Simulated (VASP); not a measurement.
A convergence study with VASP on MgSe (rock salt): one setting is varied, all else stays as given below, so the limit is that of these other settings. Each run relaxes cell and ions from the cell shown. The basis is that of the starting cell, so low cut-offs carry a Pulay error.

```yaml
crystal:
  lattice:
    - [0.00000, 2.73000, 2.73000]
    - [2.73000, 0.00000, 2.73000]
    - [2.73000, 2.73000, 0.00000]
  atoms:
    - { symbol: Mg, position: [0.00000, 0.00000, 0.00000] }
    - { symbol: Se, position: [0.50000, 0.50000, 0.50000] }
```

Level of theory: PBE GGA, VASP's PBE PAW potentials (set 64) (plane waves; VASP). The tightest run used: 700 eV cut-off, 7×7×7 Γ-centred mesh, Gaussian smearing of 0.050 eV, potentials Mg Se.

Gaps are read on the run's mesh, which can miss a band edge.

| setting | relaxed volume (Å³/atom) | E (eV/atom) | gap on the mesh (eV) | plane waves |
|---|---|---|---|---|
| ENCUT = 150 | 19.834 | -3.7205 | 2.020 | 180 |
| ENCUT = 200 | 20.597 | -3.7382 | 1.979 | 273 |
| ENCUT = 250 | 20.807 | -3.7428 | 1.966 | 378 |

Problem. These are the cheaper rows. Estimate the results at ENCUT = 700, and how far the last row shown lies from them.

Solution. 
| quantity | tightest run | last row shown is off by |
|---|---|---|
| relaxed volume (Å³/atom) | 20.848 | -0.041 |
| E (eV/atom) | -3.7447 | 0.0019 |
| gap on the mesh (eV) | 1.961 | 0.005 |

Left out are rungs that failed or repeat a setting and relaxations that didn't move; long series are thinned to 24 rows.

The compound is MgSe in the rock salt structure.
